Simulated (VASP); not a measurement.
Data:

```yaml
crystal:
  lattice:
    - [0.00000, 2.81922, 2.81922]
    - [2.81922, 0.00000, 2.81922]
    - [2.81922, 2.81922, 0.00000]
  atoms:
    - { symbol: Te, position: [0.00000, 0.00000, 0.00000] }
    - { symbol: Ti, position: [0.50000, 0.50000, 0.50000] }
```

Calculation: r2SCAN meta-GGA, VASP's PBE PAW potentials (set 64) (plane waves; VASP). Run with 480 eV cut-off, 10×10×10 Γ-centred mesh, first-order Methfessel-Paxton smearing of 0.10 eV, potentials Te Ti_sv.

Each row applies one change to this cell, which was relaxed at other settings and keeps the small stress of the first row; at a fixed cut-off the stress holds a Pulay part, so it need not integrate to ΔE exactly. Stress is in GPa, positive when the cell is compressed.

| change | ΔE (meV/atom) | σxx | σyy | σzz | largest shear component, with its sign (GPa) | largest force (eV/Å) |
|---|---|---|---|---|---|---|
| none | 0.0 | 0.17 | 0.17 | 0.17 | 0.00 | 0.000 |
| uniaxial strain of -0.5 % along y | 0.6 | 0.27 | 1.25 | 0.27 | 0.00 | 0.000 |
| biaxial strain of -2.0 % in the yz plane | 15.4 | 1.01 | 5.44 | 5.44 | 0.00 | 0.000 |
| isotropic strain of +4.0 % | 69.4 | -7.40 | -7.40 | -7.40 | 0.00 | 0.000 |
| biaxial strain of +0.5 % in the xy plane | 0.4 | -0.95 | -0.95 | -0.03 | 0.00 | 0.000 |
| uniaxial strain of +3.0 % along y | 10.7 | -0.44 | -5.02 | -0.44 | 0.00 | 0.000 |

Failed runs are left out, and for metals the shear rows, which the mesh's noise covers.

The structure was generated: TiTe was put into the rocksalt type (Fm-3m), which need not be its known phase. VASP warned that the highest band is occupied, so more bands are needed.
